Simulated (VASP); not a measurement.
# RhN (relaxed from the CsCl type structure, space group Pm-3m): computed properties

Method: PBEsol GGA, VASP's PBE PAW potentials (set 64) (plane waves; VASP 6.6.1).

space group: Pm-3m (221)
cell: a = b = c = 2.673 Å, α = β = γ = 90.00°
volume per atom: 9.55 Å³/atom
band gap (over mesh and band path): none (metal, semimetal or under 0.01 eV)
density: 10.16 g/cm³

```
CELL_PARAMETERS angstrom
      2.67302     0.00000     0.00000
      0.00000     2.67302     0.00000
      0.00000     0.00000     2.67302
ATOMIC_POSITIONS crystal
  Rh 0.00000 0.00000 0.00000
  N  0.50000 0.50000 0.50000
```

The structure was generated: RhN was put into the CsCl type type (Pm-3m), which need not be its known phase. It was relaxed first, which changed the volume by -10 %. Symmetry was kept, so distortions that lower it aren't found.
